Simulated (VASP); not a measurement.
Method: PBE GGA, VASP's PBE PAW potentials (set 64) (plane waves; VASP).

Input for VASP

File POSCAR:
```
FePt
1
    2.7744000000     0.0000000000     0.0000000000
    0.0000000000     2.7744000000     0.0000000000
    0.0000000000     0.0000000000     3.7842000000
Fe Pt
1 1
Direct
  0.0000000000   0.0000000000   0.0000000000
  0.5000000000   0.5000000000   0.5000000000
```

**INCAR**
```
SYSTEM = FePt
PREC = Normal
ENCUT = 400
EDIFF = 1E-6
NELM = 100
ALGO = Normal
LREAL = .FALSE.
LASPH = .TRUE.
ISMEAR = 1
SIGMA = 0.1
GGA = PE
LMAXMIX = 6
ISPIN = 2
MAGMOM = 3.0 0.0
LORBIT = 10
LWAVE = .FALSE.
LCHARG = .FALSE.
ISIF = 2
```

KPOINTS:
```
Automatic mesh
0
Gamma
12 12 9
0 0 0
```

POTCAR, in this order: Fe Pt (PBE.64 set). Program: vasp_std.

Q: What will the output report for the number of irreducible k-points (NKPTS), number of bands (NBANDS), largest plane-wave count, number of space-group operations, FFT grid (NGX, NGY, NGZ)?

A: 
```
Item                                           Value
--------------------------------------  ------------
number of irreducible k-points (NKPTS)           140
number of bands (NBANDS)                          15
largest plane-wave count                         548
number of space-group operations                  16
FFT grid (NGX, NGY, NGZ)                14 × 14 × 20
```

The compound is FePt in the L1_0 structure. The cell was not relaxed at this level. The run is one of a series of settings (PREC = Normal against the base run), some of them coarse on purpose.
